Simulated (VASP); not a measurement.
Data:

```xyz
2
Lattice="4.0200 0.0000 0.0000 -2.0100 3.4814 0.0000 0.0000 0.0000 2.9456" Properties=species:S:1:pos:R:3 pbc="T T T"
Hf    -2.0100     3.4814     0.0000
Si     2.0100     1.1605     1.4728
```

Level of theory: r2SCAN meta-GGA, VASP's PBE PAW potentials (set 64) (plane waves; VASP 6.6.1). Numerical set-up: 400 eV cut-off, 12×12×14 Γ-centred mesh, tetrahedra with Blöchl corrections, potentials Hf_pv Si.

Question: The job: HfSi (relaxed from the WC structure, space group P-6m2), 2 atoms, r2SCAN, static run, 400 eV, 12×12×14 Γ-centred mesh. Roughly how much core time does it take on a busy server core?

Answer: About 6 core-minutes (one run on a shared machine, a rough figure). It had 152 irreducible k-points, 11 bands, up to 772 plane waves and 21 electronic steps.

The structure was generated: HfSi was put into the WC type (P-6m2), which need not be its known phase. It was relaxed first.
